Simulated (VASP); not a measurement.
Calculation: r2SCAN meta-GGA, VASP's PBE PAW potentials (set 64) (plane waves; VASP 6.6.1).

VASP ran on this input.

### INCAR
```
ALGO=Normal
EDIFF=1E-8
EDIFFG=-0.001
ENCUT=400
IBRION=1
ISIF=2
ISMEAR=1
LASPH=.TRUE.
LCHARG=.FALSE.
LMAXMIX=4
LMIXTAU=.TRUE.
LREAL=.FALSE.
LWAVE=.FALSE.
METAGGA=R2SCAN
NELM=100
NSW=30
PREC=Accurate
SIGMA=0.1
SYSTEM=FeAl
```

**KPOINTS**
```
Automatic mesh
0
Gamma
12 12 12
0 0 0
```

POSCAR:
```
FeAl
1
    2.8399328746    -0.0000000000    -0.0000000000
    0.0000000000     2.8399328746     0.0000000000
   -0.0000000000     0.0000000000     2.8399328746
Al Fe
1 1
Direct
  0.5000000000   0.5000000000   0.5000000000
  0.0000000000   0.0000000000   0.0000000000
```

POTCAR, in this order: Al Fe (PBE.64 set). Program: vasp_std.

What VASP printed:

OSZICAR:
```
       N       E                     dE             d eps       ncg     rms          rms(c)
DAV:   1     0.178685650626E+02    0.17869E+02   -0.45020E+03  1552   0.104E+03
DAV:   2    -0.237116580291E+02   -0.41580E+02   -0.39657E+02  1537   0.175E+02
DAV:   3    -0.247679001061E+02   -0.10562E+01   -0.10408E+01  1755   0.384E+01
DAV:   4    -0.247871629527E+02   -0.19263E-01   -0.19247E-01  1980   0.464E+00
DAV:   5    -0.247875017465E+02   -0.33879E-03   -0.33878E-03  1832   0.530E-01    0.161E+01
DAV:   6    -0.254594721330E+02   -0.67197E+00   -0.84883E+01  1708   0.156E+02    0.188E+01
DAV:   7    -0.212769586855E+02    0.41825E+01   -0.38713E+01  1709   0.873E+01    0.281E+00
DAV:   8    -0.212943801136E+02   -0.17421E-01   -0.18190E-01  1567   0.422E+00    0.210E+00
DAV:   9    -0.212955357467E+02   -0.11556E-02   -0.23442E-01  1760   0.891E+00    0.828E-01
DAV:  10    -0.212855848763E+02    0.99509E-02   -0.86370E-02  1693   0.525E+00    0.195E-01
DAV:  11    -0.212871450096E+02   -0.15601E-02   -0.14283E-02  1614   0.218E+00    0.197E-01
DAV:  12    -0.212868103787E+02    0.33463E-03   -0.32068E-03  1632   0.990E-01    0.219E-02
DAV:  13    -0.212868847838E+02   -0.74405E-04   -0.78724E-05  1936   0.108E-01    0.151E-02
DAV:  14    -0.212868857885E+02   -0.10047E-05   -0.10980E-05  1696   0.502E-02    0.825E-03
DAV:  15    -0.212868841900E+02    0.15985E-05   -0.40522E-06  1674   0.319E-02    0.124E-03
DAV:  16    -0.212868840418E+02    0.14821E-06   -0.11888E-07  1712   0.400E-03    0.474E-04
DAV:  17    -0.212868840825E+02   -0.40738E-07   -0.60355E-09   803   0.883E-04    0.296E-04
DAV:  18    -0.212868841584E+02   -0.75833E-07   -0.11224E-08   778   0.196E-03    0.128E-04
DAV:  19    -0.212868841508E+02    0.75954E-08   -0.92593E-10   773   0.454E-04
   1 F= -.21286884E+02 E0= -.21286782E+02  d E =-.212869E+02
```

File OUTCAR:
```
------------------------ aborting loop because EDIFF is reached ----------------------------------------
  FORCE on cell =-STRESS in cart. coord.  units (eV):
  Direction    XX          YY          ZZ          XY          YZ          ZX
  --------------------------------------------------------------------------------------
  Total       -0.0073068     -0.0073068     -0.0073068     -0.0000000     -0.0000000      0.0000000
  in kB       -0.5111073     -0.5111073     -0.5111073     -0.0000000     -0.0000000      0.0000000
  external PRESSURE =      -0.5111073 kB  Pullay stress =       0.0000000 kB
  volume of cell :       22.90
      direct lattice vectors                 reciprocal lattice vectors
     2.839932875  0.000000000  0.000000000     0.352120999  0.000000000  0.000000000
     0.000000000  2.839932875  0.000000000     0.000000000  0.352120999  0.000000000
     0.000000000  0.000000000  2.839932875     0.000000000  0.000000000  0.352120999
 POSITION                                       TOTAL-FORCE (eV/Angst)
 -----------------------------------------------------------------------------------
      1.41997      1.41997      1.41997         0.000000      0.000000      0.000000
      0.00000      0.00000      0.00000         0.000000      0.000000      0.000000
 -----------------------------------------------------------------------------------
    total drift:                               -0.000000      0.000000     -0.000000
  FREE ENERGIE OF THE ION-ELECTRON SYSTEM (eV)
  ---------------------------------------------------
  free  energy   TOTEN  =       -21.2868841508 eV

  energy  without entropy=      -21.2865768399  energy(sigma->0) =      -21.28678171

 reached required accuracy - stopping structural energy minimisation
```
(Selected blocks of OUTCAR.)

File OUTCAR:
```
 val. band max:        8.0578792607   @ k =   0.3333   0.1667   0.0000

 cond. band min:       8.0622547216   @ k =   0.4167   0.2500   0.2500


 Fermi energy:         8.0593270444

 k-point     1 :       0.0000    0.0000    0.0000
  band No.  band energies     occupation
      1      -2.9256      2.00000
      2       5.8089      2.00000
      3       5.8089      2.00000
      4       8.2278     -0.03846
      5       8.2278     -0.03846
      6       8.2278     -0.03846
      7      15.2838      0.00000
      8      15.2838      0.00000
      9      15.2838      0.00000

 k-point     2 :       0.0833    0.0000    0.0000
  band No.  band energies     occupation
      1      -2.7847      2.00000
      2       5.7857      2.00000
      3       5.8551      2.00000
      4       8.1401      0.01576
      5       8.1402      0.01575
      6       8.2369     -0.03076
      7      14.1174      0.00000
      8      15.4878      0.00000
      9      15.4878      0.00000

 k-point     3 :       0.1667    0.0000    0.0000
  band No.  band energies     occupation
      1      -2.3658      2.00000
      2       5.6536      2.00000
      3       5.9848      2.00000
      4       7.9156      2.06065
      5       7.9156      2.06065
      6       8.2618     -0.01476
      7      12.3457      0.00000
      8      16.0627      0.00000
      9      16.0627      0.00000

 k-point     4 :       0.2500    0.0000    0.0000
  band No.  band energies     occupation
      1      -1.6807      2.00000
      2       5.2288      2.00000
      3       6.1702      2.00000
      4       7.6383      2.00000
      5       7.6383      2.00000
      6       8.2964     -0.00405
      7      10.9142      0.00000
      8      16.9298      0.00000
      9      16.9298      0.00000

 k-point     5 :       0.3333    0.0000    0.0000
  band No.  band energies     occupation
      1      -0.7498      2.00000
      2       4.3372      2.00000
      3       6.3663      2.00000
...
```

The compound is FeAl in the CsCl type structure. It was relaxed first, which changed the volume by -7 %. The start is the result of an earlier pass. The run is not spin-polarised, so no magnetic state was tried. The electron count is odd and the run is not spin-polarised, which forces a metal.
